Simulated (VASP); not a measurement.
Pt:

```xyz
1
Lattice="0.0000 1.9609 1.9609 1.9609 0.0000 1.9609 1.9609 1.9609 0.0000" Properties=species:S:1:pos:R:3 pbc="T T T"
Pt    0.0000    0.0000    0.0000
```

```yaml
Program: VASP 6.6.1
Task: relaxation of cell and atoms
Functional: PBE
Potentials_or_basis: VASP PAW PBE potentials, release 64 (Pt)
Cutoff: 520 eV
k_mesh: 18 × 18 × 18
Occupations: methfessel-paxton, width 0.2 eV
Spin: no spin polarisation
```

At the start: pressure 9.5 GPa; volume 15.08 Å³/atom.

Where does the relaxation end?

Over 17 steps the energy falls by 15.1 meV/atom and the volume is 15.61 Å³/atom (+3.5 %); space group Fm-3m (No. 225, to 0.05 Å).

The path:
| step | energy change (eV) | largest force (eV/Å) | pressure (GPa) | volume (Å³) |
| --- | --- | --- | --- | --- |
| 1 | 0.0000 | 0.0000 | 9.47 | 15.08 |
| 2 | 0.0766 | 0.0000 | -17.65 | 17.11 |
| 3 | -0.0150 | 0.0000 | -0.30 | 15.63 |
| 4 | -0.0151 | 0.0000 | -0.02 | 15.61 |
| 5 | -0.0150 | 0.0000 | 0.15 | 15.60 |
| 6 | -0.0150 | 0.0000 | 0.16 | 15.60 |
| 7 | -0.0150 | 0.0000 | 0.12 | 15.60 |
| 8 | -0.0150 | 0.0000 | 0.12 | 15.60 |
| 9 | -0.0150 | 0.0000 | 0.12 | 15.60 |
| 10 | -0.0150 | 0.0000 | 0.12 | 15.60 |
| 11 | -0.0150 | 0.0000 | 0.12 | 15.60 |
| 12 | -0.0150 | 0.0000 | 0.12 | 15.60 |
| 13 | -0.0150 | 0.0000 | 0.10 | 15.60 |
| 14 | -0.0150 | 0.0000 | 0.08 | 15.61 |
| 15 | -0.0151 | 0.0000 | 0.03 | 15.61 |
| 16 | -0.0150 | 0.0000 | -0.06 | 15.61 |
| 17 | -0.0151 | 0.0000 | 0.00 | 15.61 |

Final structure:
```xyz
1
Lattice="0.0000 1.9836 1.9836 1.9836 0.0000 1.9836 1.9836 1.9836 0.0000" Properties=species:S:1:pos:R:3 pbc="T T T"
Pt    0.0000    0.0000    0.0000
```
